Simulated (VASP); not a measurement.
Here is the system:

```yaml
crystal:
  lattice:
    - [0.00000, 2.89170, 2.89170]
    - [2.89170, 0.00000, 2.89170]
    - [2.89170, 2.89170, 0.00000]
  atoms:
    - { symbol: Zn, position: [0.00000, 0.00000, 0.00000] }
    - { symbol: Se, position: [0.25000, 0.25000, 0.25000] }
```

Method: PBE GGA, VASP's PBE PAW potentials (set 64) (plane waves; VASP). Run with 400 eV cut-off, 6×6×6 Γ-centred mesh, Gaussian smearing of 0.050 eV, potentials Zn Se.

**Question.** What does the run give for the energy per atom (σ→0), pressure, band gap (on the k-mesh) with the smallest direct gap where there is one?

**Answer.** 
```json
{
  "band gap (on the k-mesh)": "1.05 eV",
  "smallest direct gap (on the k-mesh)": "1.05 eV",
  "energy per atom (σ→0)": "-3.011 eV/atom",
  "pressure": "-1.42 GPa"
}
```

The compound is ZnSe in the zinc blende structure. The cell was not relaxed at this level.
